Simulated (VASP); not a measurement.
Here is the system:

```xyz
2
Lattice="2.9100 0.0000 0.0000 0.0000 2.9100 0.0000 0.0000 0.0000 2.9100" Properties=species:S:1:pos:R:3 pbc="T T T"
Al     1.4550     1.4550     1.4550
Fe     0.0000     0.0000     0.0000
```

All values below come from PBE GGA with D4 dispersion, VASP's PBE PAW potentials (set 64) (plane waves; VASP). Run with 520 eV cut-off, 11×11×11 Γ-centred mesh, first-order Methfessel-Paxton smearing of 0.10 eV, potentials Al Fe.

Energy and stress use the plane-wave basis of the starting cell.

The ions, cell shape and volume are relaxed. Predict the relaxed structure.

```xyz
2
Lattice="2.8417 0.0000 0.0000 0.0000 2.8417 0.0000 0.0000 0.0000 2.8417" Properties=species:S:1:pos:R:3 pbc="T T T"
Al     1.4209     1.4209     1.4209
Fe     0.0000     0.0000     0.0000
```
Space group Pm-3m (221), at a tolerance of 0.03 Å.

How do energy and volume change from the first to the last step?

The energy (σ→0) changes by -33.8 meV/atom and the volume by -6.9 %, in 3 ionic steps.

The compound is FeAl in the CsCl type structure. This run relaxes it. Symmetry was kept, so distortions that lower it aren't found. The run is not spin-polarised, so no magnetic state was tried. The electron count is odd and the run is not spin-polarised, which forces a metal.
